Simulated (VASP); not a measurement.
Given:

```
SrVO3
1.0
    3.78432     0.00000     0.00000
    0.00000     3.78432     0.00000
    0.00000     0.00000     3.78432
Sr V O
1 1 3
Direct
  0.00000   0.00000   0.00000
  0.50000   0.50000   0.50000
  0.50000   0.00000   0.50000
  0.00000   0.50000   0.50000
  0.50000   0.50000   0.00000
```

The numbers are results of PBE GGA, VASP's PBE PAW potentials (set 64) (plane waves; VASP), not measurements. Numerical set-up: 400 eV cut-off, 9×9×9 Γ-centred mesh, Fermi-Dirac smearing of 0.10 eV, potentials Sr_sv V_sv O.

At this cut-off the stress carries a Pulay error, which pulls relaxed volumes low.

Give the stress tensor in GPa (positive for a compressed cell).

```
7.43  0.00  0.00
0.00  7.43  0.00
0.00  0.00  7.43
```
The pressure is its mean diagonal, 7.43 GPa.

The structure is a typed SrVO3 crystal (Pm-3m). The cell was not relaxed at this level. The run is not spin-polarised, so no magnetic state was tried. The electron count is odd and the run is not spin-polarised, which forces a metal.
